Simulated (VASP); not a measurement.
Given:

```
Al2Au
1.0
    0.00000     3.02970     3.02970
    3.02970     0.00000     3.02970
    3.02970     3.02970     0.00000
Al Au
2 1
Direct
  0.25000   0.25000   0.25000
  0.75000   0.75000   0.75000
  0.00000   0.00000   0.00000
```

Level of theory: r2SCAN meta-GGA, VASP's PBE PAW potentials (set 64) (plane waves; VASP 6.6.1). Settings: 520 eV cut-off, 9×9×9 Γ-centred mesh, first-order Methfessel-Paxton smearing of 0.10 eV, potentials Al Au.

Unless said otherwise, spin-orbit coupling is left out, though it shifts the bands of the heavy elements here.

**Question.** Estimate the energy per atom (σ→0), pressure, band gap (on the k-mesh) with the smallest direct gap where there is one.

**Answer.** 
```yaml
band gap (on the k-mesh): none (metal, semimetal or under 0.01 eV)
energy per atom (σ→0): -21.841 eV/atom
pressure: -3.06 GPa
```

The compound is AuAl2 in the fluorite structure. This cell is one point of a volume scan, at 1.03 of the reference volume. The electron count is odd and the run is not spin-polarised, which forces a metal.
